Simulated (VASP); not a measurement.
A run of VASP 6.6.1:

Contents of INCAR:

```
ALGO = Normal
EDIFF = 1E-7
EDIFFG = -0.01
ENCUT = 600
GGA = PE
IBRION = 2
ISIF = 4
ISMEAR = 1
LASPH = T
LCHARG = F
LREAL = F
LWAVE = F
NELM = 80
NSW = 40
PREC = Accurate
SIGMA = 0.1
```

KPOINTS

```
k-points
0
Gamma
  18 18 8
```

Contents of POSCAR:

```
Zn                                      
1.0
    2.6361686395     -0.0000000000      0.0000000000
   -1.3180843198      2.2829890105      0.0000000000
    0.0000000000     -0.0000000000      5.1175956782
  Zn            
     2
Direct
     0.3333333332999970    0.6666666667000030    0.2500000000000000
     0.6666666667000030    0.3333333332999970    0.7500000000000000
```

Potentials or basis: VASP PAW PBE potentials, release 64 (Zn).

Command:

```sh
$ cat potpaw_PBE.64/Zn/POTCAR > POTCAR
$ mpirun -np 1 vasp_std > vasp.out
```

Hardware: 1 thread of Intel(R) Xeon(R) Platinum 8488C (Sapphire Rapids), on a shared host.

Question: How long does it take, and how much memory?

Answer: Run time: 61 s on 1 thread of Intel(R) Xeon(R) Platinum 8488C (Sapphire Rapids) (shared host), peak memory 0.22 GiB. Counts: scf iterations 13, k points 185, ion steps 1.
